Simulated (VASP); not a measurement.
Output of a VASP run:

### OSZICAR
```
       N       E                     dE             d eps       ncg     rms          rms(c)
DAV:   1     0.716605456672E+03    0.71661E+03   -0.51006E+04  3280   0.135E+03
DAV:   2    -0.156624886398E+03   -0.87323E+03   -0.85378E+03  3674   0.384E+02
DAV:   3    -0.210279756011E+03   -0.53655E+02   -0.51976E+02  3752   0.833E+01
DAV:   4    -0.211840270349E+03   -0.15605E+01   -0.15391E+01  3528   0.135E+01
DAV:   5    -0.211881044151E+03   -0.40774E-01   -0.40982E-01  3608   0.211E+00    0.455E+01
DAV:   6    -0.184581760702E+03    0.27299E+02   -0.61024E+01  3300   0.352E+01    0.177E+01
DAV:   7    -0.171363313615E+03    0.13218E+02   -0.21138E+01  3330   0.177E+01    0.119E+01
DAV:   8    -0.171250590214E+03    0.11272E+00   -0.41479E+00  3276   0.748E+00    0.330E+00
DAV:   9    -0.172093146533E+03   -0.84256E+00   -0.22491E+00  3198   0.557E+00    0.177E+00
DAV:  10    -0.172445333914E+03   -0.35219E+00   -0.51963E-01  3258   0.302E+00    0.485E-01
DAV:  11    -0.172447921436E+03   -0.25875E-02   -0.25162E-02  3386   0.667E-01    0.296E-01
DAV:  12    -0.172452132431E+03   -0.42110E-02   -0.22508E-02  3268   0.519E-01    0.173E-01
DAV:  13    -0.172453347932E+03   -0.12155E-02   -0.27704E-03  3318   0.206E-01    0.855E-02
DAV:  14    -0.172453288451E+03    0.59482E-04   -0.22856E-04  3502   0.749E-02    0.443E-02
DAV:  15    -0.172453474107E+03   -0.18566E-03   -0.11293E-04  3286   0.562E-02    0.268E-02
DAV:  16    -0.172453620378E+03   -0.14627E-03   -0.17620E-04  3234   0.634E-02    0.699E-03
DAV:  17    -0.172453622939E+03   -0.25618E-05   -0.55966E-06  3518   0.986E-03    0.517E-03
DAV:  18    -0.172453623940E+03   -0.10002E-05   -0.14280E-06  3012   0.507E-03    0.270E-03
DAV:  19    -0.172453625386E+03   -0.14464E-05   -0.71519E-07  2856   0.453E-03    0.912E-04
DAV:  20    -0.172453625563E+03   -0.17698E-06   -0.13973E-07  1872   0.195E-03    0.438E-04
DAV:  21    -0.172453625613E+03   -0.49595E-07   -0.59962E-08  1854   0.137E-03
   1 F= -.17245363E+03 E0= -.17245363E+03  d E =0.000000E+00
       N       E                     dE             ncg
       N       E                     dE             ncg
       N       E                     dE             ncg
```

File OUTCAR:
```
------------------------ aborting loop because EDIFF is reached ----------------------------------------
  FORCE on cell =-STRESS in cart. coord.  units (eV):
  Direction    XX          YY          ZZ          XY          YZ          ZX
  --------------------------------------------------------------------------------------
  Total        0.1303645      0.1303645      0.1303645     -0.0000000     -0.0000000      0.0000000
  in kB        1.0185005      1.0185005      1.0185005     -0.0000000     -0.0000000      0.0000000
  external PRESSURE =       1.0185005 kB  Pullay stress =       0.0000000 kB
  volume of cell :      205.07
      direct lattice vectors                 reciprocal lattice vectors
     5.897068880  0.000000000  0.000000000     0.169575771  0.000000000  0.000000000
     0.000000000  5.897068880  0.000000000     0.000000000  0.169575771  0.000000000
     0.000000000  0.000000000  5.897068880     0.000000000  0.000000000  0.169575771
 POSITION                                       TOTAL-FORCE (eV/Angst)
 -----------------------------------------------------------------------------------
      0.00000      0.00000      0.00000         0.000000     -0.000000     -0.000000
      2.94853      2.94853      0.00000         0.000000     -0.000000     -0.000000
      0.00000      2.94853      2.94853         0.000000     -0.000000     -0.000000
      2.94853      0.00000      2.94853         0.000000     -0.000000     -0.000000
      2.12894      2.12894      2.12894         0.006022      0.006022      0.006022
      5.07747      0.81960      3.76813         0.006022     -0.006022     -0.006022
      3.76813      5.07747      0.81960        -0.006022      0.006022     -0.006022
      0.81960      3.76813      5.07747        -0.006022     -0.006022      0.006022
      3.76813      3.76813      3.76813        -0.006022     -0.006022     -0.006022
      0.81960      5.07747      2.12894        -0.006022      0.006022      0.006022
      2.12894      0.81960      5.07747         0.006022     -0.006022      0.006022
      5.07747      2.12894      0.81960         0.006022      0.006022     -0.006022
 -----------------------------------------------------------------------------------
    total drift:                               -0.000000      0.000000     -0.000000
  FREE ENERGIE OF THE ION-ELECTRON SYSTEM (eV)
  ---------------------------------------------------
  free  energy   TOTEN  =      -172.4536256126 eV

  energy  without entropy=     -172.4536256126  energy(sigma->0) =     -172.45362561

 total charge

# of ion       s       p       d       tot
------------------------------------------
    1        2.284   6.187   3.817  12.288
    2        2.284   6.187   3.817  12.288
    3        2.284   6.187   3.817  12.288
    4        2.284   6.187   3.817  12.288
    5        1.337   2.377   0.000   3.714
    6        1.337   2.377   0.000   3.714
    7        1.337   2.377   0.000   3.714
    8        1.337   2.377   0.000   3.714
    9        1.337   2.377   0.000   3.714
   10        1.337   2.377   0.000   3.714
   11        1.337   2.377   0.000   3.714
   12        1.337   2.377   0.000   3.714
--------------------------------------------------
tot         19.831  43.763  15.269  78.863
```
(Selected blocks of OUTCAR.)

**POSCAR**
```
MoS2
1
    5.8970688803     0.0000000000     0.0000000000
    0.0000000000     5.8970688803     0.0000000000
    0.0000000000     0.0000000000     5.8970688803
Mo S
4 8
Direct
  0.0000000000   0.0000000000   0.0000000000
  0.5000000000   0.5000000000   0.0000000000
  0.0000000000   0.5000000000   0.5000000000
  0.5000000000   0.0000000000   0.5000000000
  0.3610161522   0.3610161522   0.3610161522
  0.8610161522   0.1389838478   0.6389838478
  0.6389838478   0.8610161522   0.1389838478
  0.1389838478   0.6389838478   0.8610161522
  0.6389838478   0.6389838478   0.6389838478
  0.1389838478   0.8610161522   0.3610161522
  0.3610161522   0.1389838478   0.8610161522
  0.8610161522   0.3610161522   0.1389838478
```

Q: Reconstruct the remaining input files.

A: One answer among several that fit: the input of the run itself, r2SCAN meta-GGA, plane waves, VASP's PBE PAW potentials (set 64).

### INCAR
```
ISMEAR=-5   ! tetrahedra, Bloechl
LMIXTAU=.True.
NEDOS=601   ! DOS grid
LWAVE=.False.
METAGGA=R2SCAN
LORBIT=11   ! lm-projected
PREC=Accurate
LEFG=.True.
ISIF=2   ! forces and stress, cell fixed
NELM=100
ALGO=Normal
EDIFF=1E-7
ENCUT=400
LASPH=.True.
LCHARG=.False.
LREAL=.False.
SYSTEM=MoS2
LMAXMIX=4   ! l cut-off of mixed one-centre charges
```

**KPOINTS**
```
K-points
0
Gamma
6 6 6
0 0 0
```

### KPOINTS_OPT
```
k-points along high-symmetry lines
8
Line-mode
Reciprocal
  0.000000   0.000000   0.000000 ! GAMMA
  0.000000   0.500000   0.000000 ! X

  0.000000   0.500000   0.000000 ! X
  0.500000   0.500000   0.000000 ! M

  0.500000   0.500000   0.000000 ! M
  0.000000   0.000000   0.000000 ! GAMMA

  0.000000   0.000000   0.000000 ! GAMMA
  0.500000   0.500000   0.500000 ! R

  0.500000   0.500000   0.500000 ! R
  0.000000   0.500000   0.000000 ! X

  0.500000   0.500000   0.500000 ! R
  0.500000   0.500000   0.000000 ! M

  0.500000   0.500000   0.000000 ! M
  0.500000   0.000000   0.000000 ! X_1
```

POTCAR, in this order: Mo_sv S (PBE.64 set). Program: vasp_std.

For a metal the tetrahedron method with Blöchl corrections gives inexact stress and forces.

The structure was generated: MoS2 was put into the pyrite type (Pa-3), which need not be its known phase. It was relaxed first.
